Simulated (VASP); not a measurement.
The input files of a VASP run:

### INCAR
```
ALGO = Normal
EDIFF = 1E-6
ENCUT = 300
GGA = PE
ISIF = 2
ISMEAR = 0
LASPH = T
LCHARG = F
LMAXMIX = 6
LREAL = F
LWAVE = F
NELM = 100
PREC = Accurate
SIGMA = 0.1
SYSTEM = Re
```

**POSCAR**
```
Re
1.0
  1.3911780000  -2.4095910000   0.0000000000
  1.3911780000   2.4095910000   0.0000000000
  0.0000000000   0.0000000000   4.4961260000
Re
2
Cartesian
  1.3911780000   0.8031986064   1.1240315000
  1.3911780000  -0.8031986064   3.3720945000
```

KPOINTS:
```
Automatic mesh
0
Gamma
14 14 7
0 0 0
```

POTCAR, in this order: Re (PBE.64 set). Program: vasp_std.

Task: Write an equivalent input for Quantum ESPRESSO's pw.x.

Result: One equivalent input (not run):
```
&CONTROL
  calculation = 'scf'
  pseudo_dir = './pseudo'
  outdir = './out'
  tprnfor = .true.
  tstress = .true.
/
&SYSTEM
  ibrav = 0
  nat = 2
  ntyp = 1
  ecutwfc = 72
  occupations = 'smearing'
  smearing = 'gaussian'
  degauss = 0.00735
  input_dft = 'pbe'
/
&ELECTRONS
  conv_thr = 7.3e-08
  electron_maxstep = 100
/
ATOMIC_SPECIES
  Re 186.207 Re.upf
CELL_PARAMETERS angstrom
     1.3911780   -2.4095910    0.0000000
     1.3911780    2.4095910    0.0000000
     0.0000000    0.0000000    4.4961260
ATOMIC_POSITIONS crystal
  Re   0.3333330  0.6666670  0.2500000
  Re   0.6666670  0.3333330  0.7500000
K_POINTS automatic
  14 14 7 0 0 0
```
Limits of the translation: the potentials are each code's own (VASP's PAW set, PseudoDojo norm-conserving files in pw.x), so ENCUT and ecutwfc are chosen apart and not converted; conv_thr bounds pw.x's estimated SCF error, while EDIFF bounds the energy change between steps.

The structure is a typed Re crystal (P6_3/mmc). The cell was not relaxed at this level.
